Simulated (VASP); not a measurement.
Data:

```xyz
3
Lattice="3.4957 0.0000 0.0000 -1.7478 3.0274 0.0000 0.0000 0.0000 17.5099" Properties=species:S:1:pos:R:3 pbc="T T T"
Te     0.0000     2.0182    15.6971
Te     0.0000     2.0182     1.8128
W      0.0000     0.0000     0.0000
```

Calculation: PBEsol GGA with spin-orbit coupling, VASP's PBE PAW potentials (set 64) (plane waves; VASP). Numerical set-up: 400 eV cut-off, 7×7×2 Γ-centred mesh, Gaussian smearing of 0.050 eV, potentials Te W_sv.

The cell holds a wide vacuum, so values per volume refer to the whole cell.

Task: Give the energies of bands 19 to 32 at the high-symmetry points, in eV from the valence-band maximum.

Result: 
```tsv
band	Γ	M	K	A	L	H
19	-1.86	-2.77	-3.84	-1.86	-2.77	-3.84
20	-1.86	-2.77	-3.43	-1.86	-2.77	-3.43
21	-1.49	-2.18	-3.42	-1.49	-2.18	-3.42
22	-1.49	-2.18	-3.32	-1.49	-2.18	-3.32
23	-0.86	-1.27	-2.24	-0.86	-1.27	-2.24
24	-0.86	-1.27	-2.16	-0.86	-1.27	-2.16
25	-0.70	-0.59	-0.47	-0.70	-0.59	-0.47
26	-0.70	-0.59	0.00	-0.70	-0.59	0.00
27	2.65	1.53	0.88	2.65	1.53	0.88
28	2.65	1.53	0.94	2.65	1.53	0.94
29	3.06	1.95	1.81	3.06	1.95	1.81
30	3.07	1.95	1.82	3.06	1.95	1.82
31	3.33	2.73	2.54	3.32	2.73	2.54
32	3.33	2.73	2.97	3.33	2.73	2.97
```

The gap is direct, 0.88 eV, from the valence maximum at K to the conduction minimum at K.

The cell is a sheet with vacuum, built from a database entry that may be metastable or hypothetical.
